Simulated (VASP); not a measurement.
# Ge under a change of volume

How do the elastic response and the band edges of Ge follow a change of volume?

Main program and level: VASP 6.6.1; PBEsol; plane waves and PAW (Ge_d), in the first sound run; inputs show where later runs differ.

This is a report of a sequence of runs, with most program output left out.

### Step 1. Starting point

It takes space group Fd-3m (No. 227, cubic). The conventional cell has a = 5.658 Å, b = 5.658 Å, c = 5.658 Å, α = 90.00°, β = 90.00°, γ = 90.00°. Nearest to Ge lie 4 Ge at 2.45 Å.

### Step 2. Relax the crystal, PBEsol

The series starts from the cell that this level prefers, so that zero strain is near zero stress.

Level: PBEsol; plane waves and PAW (Ge_d).

File INCAR:

```
SYSTEM = Ge
PREC = Accurate
ENCUT = 470
EDIFF = 1E-07
NELM = 120
ISMEAR = 0
SIGMA = 0.02
LREAL = .FALSE.
ALGO = Normal
GGA = PS
NBANDS = 20
LASPH = .TRUE.
LORBIT = 11
LWAVE = .FALSE.
LCHARG = .FALSE.
KPAR = 16
IBRION = 2
NSW = 40
ISIF = 3
EDIFFG = -0.005
POTIM = 0.4
```

File POSCAR:

```
Ge
1.0
    0.0000000000      2.8290000000      2.8290000000
    2.8290000000      0.0000000000      2.8290000000
    2.8290000000      2.8290000000      0.0000000000
Ge
2
Direct
    0.0000000000      0.0000000000      0.0000000000
    0.2500000000      0.2500000000      0.2500000000
```

File KPOINTS:

```
Automatic mesh
0
Gamma
9 9 9
0 0 0
```

PAW data sets: Ge_d (PBE family, release 64).

On the command line:

```console
$ mpirun -np 16 vasp_std
```

Run time: 9.4 s. Hardware: 16 MPI ranks of AMD EPYC 7R43, shared host; peak memory 2.4 GiB; 95 s of CPU time.

Numbers from this step:

```
energy(sigma→0) of the program : -9.8675 eV
stress, compression positive   : xx, yy, zz 0.01, 0.01, 0.01 GPa
volume                         : 45.546 Å³
ionic steps                    : 2
```

### Step 3. Relax at fixed volume, PBEsol

One member in full: the volume is scaled by 0.97, and the cell is held.

Level: PBEsol; plane waves and PAW (Ge_d).

Changes to INCAR since step 2:

```diff
@@ -15,7 +15,8 @@
 LCHARG = .FALSE.
-KPAR = 16
+KPAR = 4
 IBRION = 2
 NSW = 40
-ISIF = 3
-EDIFFG = -0.005
+ISIF = 2
+EDIFFG = -0.004
 POTIM = 0.4
+MAXMIX = 40
```

File POSCAR:

```
Ge
1.0
    0.0000000000      2.8058443047      2.8058443047
    2.8058443047      0.0000000000      2.8058443047
    2.8058443047      2.8058443047      0.0000000000
Ge
2
Direct
    0.0000000000      0.0000000000      0.0000000000
    0.2500000000      0.2500000000      0.2500000000
```

KPOINTS is that of step 2.

On the command line:

```console
$ mpirun -np 4 vasp_std
```

Run time: 10 s. Hardware: 4 MPI ranks; peak memory 0.49 GiB; 26 s of CPU time.

Numbers from this step:

- energy(sigma→0) of the program: -9.8572 eV
- stress, compression positive: xx, yy, zz 2.12, 2.12, 2.12 GPa
- ionic steps: 1

### Step 4. Band edges, TB-mBJ with spin-orbit coupling

Short lines in KPOINTS_OPT sample the zone centre, for masses, and the other valleys.

Level: TB-mBJ, spin-orbit coupling; plane waves and PAW (Ge_d).

TB-mBJ has no energy functional, so the total energy, stress and pressure in this output mean nothing.

File INCAR:

```
SYSTEM = Ge
PREC = Accurate
ENCUT = 470
EDIFF = 1E-06
NELM = 150
ISMEAR = 0
SIGMA = 0.02
LREAL = .FALSE.
ALGO = Normal
METAGGA = MBJ
LASPH = .TRUE.
LNONCOLLINEAR = .TRUE.
MAGMOM = 0 0 0 0 0 0
NBANDS = 38
GGA_COMPAT = .FALSE.
LSORBIT = .TRUE.
LWAVE = .FALSE.
LCHARG = .FALSE.
KPAR = 4
```

POSCAR is that of step 3.

File KPOINTS:

```
Automatic mesh
0
Gamma
7 7 7
0 0 0
```

File KPOINTS_OPT:

```
Line mode
6
Line-mode
Reciprocal
  0.00000000   0.00000000   0.00000000
  0.02232820   0.02232820  -0.00000000

  0.00000000   0.00000000   0.00000000
 -0.00000000  -0.02232820  -0.02232820

  0.31000000   0.31000000   0.00000000
  0.50000000   0.50000000   0.00000000

  0.00000000   0.31000000   0.31000000
  0.00000000   0.50000000   0.50000000

  0.45000000   0.45000000   0.45000000
  0.50000000   0.50000000   0.50000000

  0.45000000   0.00000000   0.00000000
  0.50000000   0.00000000   0.00000000

  0.42500000   0.42500000   0.00000000
  0.42500000   0.44732820   0.02232820

  0.50000000   0.50000000   0.50000000
  0.48421158   0.51578842   0.50000000
```

On the command line:

```console
$ mpirun -np 4 vasp_ncl
```

Elapsed: 2.2 min, on 4 MPI ranks; peak memory 1.1 GiB; 5.8 min of CPU time.

### Step 5. Band edges, r2SCAN

Level: r2SCAN; plane waves and PAW (Ge_d).

File INCAR:

```
SYSTEM = Ge
PREC = Accurate
ENCUT = 470
EDIFF = 1E-06
NELM = 100
ISMEAR = 0
SIGMA = 0.02
LREAL = .FALSE.
ALGO = Normal
METAGGA = R2SCAN
LASPH = .TRUE.
NBANDS = 19
LWAVE = .FALSE.
LCHARG = .FALSE.
KPAR = 4
```

POSCAR is that of step 4.

KPOINTS is that of step 4.

KPOINTS_OPT is that of step 4.

On the command line:

```console
$ mpirun -np 4 vasp_std
```

It took 52 s on 4 MPI ranks; peak memory 0.51 GiB.

Numbers from this step:

```
energy(sigma→0) of the program : -27.7115 eV
stress, compression positive   : xx, yy, zz 2.30, 2.30, 2.30 GPa
```

The run ends at a pressure of 2.30 GPa.

### Step 6. Band edges, HSE06

Level: HSE06; plane waves and PAW (Ge_d).

Changes to INCAR since step 5:

```diff
@@ -9,5 +9,9 @@
 ALGO = Normal
-METAGGA = R2SCAN
+LHFCALC = .TRUE.
+AEXX = 0.25
+GGA = PE
+HFSCREEN = 0.2
 LASPH = .TRUE.
 NBANDS = 19
+PRECFOCK = Fast
 LWAVE = .FALSE.
```

POSCAR is that of step 5.

File KPOINTS:

```
Automatic mesh
0
Gamma
5 5 5
0 0 0
```

KPOINTS_OPT is that of step 5.

On the command line:

```console
$ mpirun -np 4 vasp_std
```

Run time: 18 min. Hardware: 4 MPI ranks; peak memory 0.98 GiB; 54 min of CPU time.

Read from the output:

- energy(sigma→0) of the program: -10.6187 eV

### Step 7. The table

Hybrid runs start from orbitals of a short PBEsol run, not shown.

The other members went through these steps as far as the tables show, with the same cutoff and, step by step, the same mesh; 41 runs are not shown. The session took 13 core hours (wall time by ranks) on a shared machine.

| volume over the relaxed volume | volume (Å³/atom) | pressure (GPa) | energy above the unstrained row (meV/atom) |
| --- | --- | --- | --- |
| 0.940 | 21.407 | 4.805 | 20.906 |
| 0.955 | 21.748 | 3.405 | 11.644 |
| 0.970 | 22.090 | 2.119 | 5.278 |
| 0.985 | 22.431 | 0.957 | 1.450 |
| 1 | 22.773 | -0.037 | 0.000 |
| 1.015 | 23.114 | -1.013 | 0.640 |
| 1.030 | 23.456 | -1.935 | 3.268 |
| 1.045 | 23.798 | -2.732 | 7.772 |
| 1.060 | 24.139 | -3.480 | 13.916 |

A cubic of the pressure in ln(V/V₀) through all rows has the slope −B at V₀: B = 67 GPa, and its curvature gives B′ = 5.0.

Band edges at TB-mBJ with spin-orbit coupling, counted from the valence-band top at Γ, spin-orbit pairs averaged:

| volume over the relaxed volume | gap (eV) | conduction band at Γ (eV) | Δ or X valley along z (eV) | lowest conduction level at L, [111] (eV) | second valence level below the top (eV) | third valence level below the top (eV) |
| --- | --- | --- | --- | --- | --- | --- |
| 0.940 | 0.793 | 1.201 | 0.833 | 0.793 | 0.000 | 0.284 |
| 0.955 | 0.745 | 1.050 | 0.860 | 0.745 | 0.000 | 0.282 |
| 0.970 | 0.699 | 0.904 | 0.887 | 0.699 | 0.000 | 0.279 |
| 0.985 | 0.655 | 0.761 | 0.913 | 0.655 | 0.000 | 0.277 |
| 1 | 0.613 | 0.623 | 0.940 | 0.613 | 0.000 | 0.274 |
| 1.015 | 0.487 | 0.487 | 0.966 | 0.572 | 0.000 | 0.272 |
| 1.030 | 0.354 | 0.354 | 0.989 | 0.532 | 0.000 | 0.269 |
| 1.045 | 0.224 | 0.224 | 1.011 | 0.493 | 0.000 | 0.267 |
| 1.060 | 0.098 | 0.098 | 1.033 | 0.456 | 0.000 | 0.265 |

Band edges at r2SCAN, counted from the valence-band top at Γ:

| volume over the relaxed volume | gap (eV) | conduction band at Γ (eV) | Δ or X valley along z (eV) | lowest conduction level at L, [111] (eV) | second valence level below the top (eV) | third valence level below the top (eV) |
| --- | --- | --- | --- | --- | --- | --- |
| 0.940 | 0.635 | 0.954 | 0.690 | 0.635 | 0.000 | 0.000 |
| 0.955 | 0.579 | 0.796 | 0.713 | 0.579 | 0.000 | 0.000 |
| 0.970 | 0.525 | 0.642 | 0.734 | 0.525 | 0.000 | 0.000 |
| 0.985 | 0.473 | 0.493 | 0.755 | 0.473 | 0.000 | 0.000 |
| 1 | 0.347 | 0.347 | 0.775 | 0.423 | 0.000 | 0.000 |
| 1.015 | 0.205 | 0.205 | 0.793 | 0.374 | 0.000 | 0.000 |
| 1.030 | 0.066 | 0.066 | 0.811 | 0.327 | 0.000 | 0.000 |

Band edges at HSE06, counted from the valence-band top at Γ, with one row partly withheld:

| volume over the relaxed volume | gap (eV) | conduction band at Γ (eV) | Δ or X valley along z (eV) | lowest conduction level at L, [111] (eV) | second valence level below the top (eV) | third valence level below the top (eV) |
| --- | --- | --- | --- | --- | --- | --- |
| 0.940 | 1.016 | 1.522 | 1.016 | 1.063 | 0.000 | 0.000 |
| 0.955 | 1.002 | 1.351 | 1.039 | 1.002 | 0.000 | 0.000 |
| 0.970 | 0.943 | 1.185 | 1.060 | 0.943 | 0.000 | 0.000 |
| 0.985 | 0.885 | 1.022 | 1.081 | 0.885 | 0.000 | 0.000 |
| 1 | 0.829 | 0.863 | 1.099 | 0.829 | 0.000 | 0.000 |
| 1.015 | 0.708 | 0.708 | 1.117 | 0.774 | 0.000 | 0.000 |
| 1.030 | ? | ? | 1.134 | 0.722 | 0.000 | 0.000 |
| 1.045 | 0.407 | 0.407 | 1.150 | 0.670 | 0.000 | 0.000 |
| 1.060 | 0.262 | 0.262 | 1.164 | 0.620 | 0.000 | 0.000 |

Conduction masses, in electron masses (the axis is [001]):

| volume over the relaxed volume | Δz mass, longitudinal | Δz mass, transverse, at 0.85 of Γ–X | L [111] mass, longitudinal | L [111] mass, transverse along [1-10] |
| --- | --- | --- | --- | --- |
| 0.940 | 0.847 | 0.178 | 1.598 | 0.088 |
| 0.955 | 0.877 | 0.179 | 1.577 | 0.087 |
| 0.970 | 0.877 | 0.180 | 1.599 | 0.086 |
| 0.985 | 0.875 | 0.183 | 1.576 | 0.084 |
| 1 | 0.875 | 0.184 | 1.580 | 0.083 |
| 1.015 | 0.875 | 0.185 | 1.569 | 0.082 |
| 1.030 | 0.878 | 0.186 | 1.539 | 0.081 |
| 1.045 | 0.877 | 0.187 | 1.558 | 0.080 |
| 1.060 | 0.878 | 0.187 | 1.564 | 0.078 |

### Step 8. Fit and prediction

The quantity to fit is the conduction level at Γ above the mean of the three top valence levels at HSE06: 1.522, 1.351, 1.185, 1.022, 0.863, 0.708, 0.407, 0.262 eV in the rows shown.

Fitting a parabola to the 8 known rows (u: logarithm of the volume ratio) gives E = 2.736 u² − 10.47 u + 0.8632 in eV; the residuals are 6.2e-5 eV r.m.s.

For the withheld row, u = 0.02956, the fit gives 0.5560 eV.

### Step 9. Prediction against calculation

The calculation gives 0.5560 eV, so the prediction is right to the last digit shown.

### Step 10. Results

| Property | Result |
| --- | --- |
| bulk modulus | 67 GPa |
| gap of the unstrained cell, TB-mBJ with spin-orbit coupling | 0.61 eV |
| gap of the unstrained cell, r2SCAN | 0.35 eV |
| gap of the unstrained cell, HSE06 | 0.83 eV |
| dE/d ln V of the conduction level at Γ above the mean of the three top valence levels, HSE06 | -10.47 eV |
| error of the predicted row | 0.0 meV |

What this shows: The slope of the energy gives 0.17 GPa at the relaxed volume where the pressure column has -0.04 GPa, a mark of the finite basis. At TB-mBJ with spin-orbit coupling the lowest conduction valley is in turn L, Γ from the first row to the last, and the gap runs between 0.10 and 0.79 eV. At zero strain Γ and L lie only 10 meV apart here, so their order is sensitive to the level and the lattice constant. At r2SCAN the lowest conduction valley is in turn L, Γ from the first row to the last, and the gap runs between 0.07 and 0.63 eV. At zero strain this level puts Γ lowest, whereas real Ge has its minimum at L, so crossings are misplaced. At zero strain Γ and L lie only 76 meV apart here, so their order is sensitive to the level and the lattice constant. At HSE06 the lowest conduction valley is in turn Δ or X, L, Γ from the first row to the last, and the gap runs between 0.26 and 1.02 eV. At zero strain Γ and L lie only 34 meV apart here, so their order is sensitive to the level and the lattice constant. At r2SCAN the gap falls under 0.05 eV in some or all rows, where bands may have changed order, so 2 rows at and beyond those points are left out of its table. The gap at PBEsol is under 0.05 eV in some or all rows and is left out; the elastic columns come from such cells and can be uneven. Hole masses are left out throughout, since the top bands are degenerate or cross in many series; of conduction masses, those of the Γ, L and (for Si and Ge under (001) strain) Δ valleys are kept where they change by under an eighth between rows. A measured gap of unstrained Ge is 0.74 eV (arxiv:cond-mat/0503738, indirect gap, 4.2 K); the static gaps here belong to the lattice relaxed at PBEsol. TB-mBJ is a potential fitted for gaps; it has no energy functional, so its total energies and forces mean nothing, and its bands tend to come out too narrow. r2SCAN opens gaps somewhat over GGA but leaves them below measured values as a rule. HSE06 ran on a coarser mesh than the semilocal levels. Spin-orbit coupling is left out at r2SCAN and HSE06, so the valence splittings there lack it. Δ or X levels are the lowest on their line, refined by a parabola unless they lie at X; the gap is read from all points sampled and can differ from the lowest valley by some meV, or by tens of meV where strain moves the valence top off Γ. Temperature, zero-point motion and excitons are left out.

[Lines on the potential files, build, host, timing and source positions are cut from VASP's logs without a mark.]

[Logs are printed without paths, hosts, clocks, repeated set-up lines and the standing remarks that a program may print on its own settings, such as how far it seeks lower states.]

[Hosts, paths, dates, database ids (printed as entryN), source tags and the programs' standing remarks are cut or masked in the printed files.]

[In band tables of VASP the shares of atoms and orbitals are scaled to a sum of 1 inside the atoms' spheres.]
